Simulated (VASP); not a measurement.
Shape and ions are relaxed at each volume.

Energy against volume of Tm (hcp). These are PBEsol GGA, VASP's PBE PAW potentials (set 64) (plane waves; VASP) values and carry that method's errors.

The 4f electrons are frozen in the core of the lanthanide potential, so 4f levels, which can set the real gap, and their magnetism are missing.

```tsv
V (Å³/atom)	E (eV/atom)
26.951	-4.87650
27.811	-4.89031
28.671	-4.89567
29.532	-4.89327
30.392	-4.88387
```

Fit a third-order Birch-Murnaghan equation of state.

```json
{
 "volume_per_atom": "28.82 Å³/atom",
 "bulk_modulus": "47.4 GPa",
 "pressure_derivative_of_the_bulk_modulus": "2.18"
}
```

Measured: bulk modulus 44.5 GPa (computed value off by +6.5 %), as given by Wikipedia, Thulium (infobox). The calculation is for a static lattice, while the measured bulk modulus holds thermal and zero-point effects, which are part of the difference.

The compound is Tm in the hcp structure. It was relaxed first.
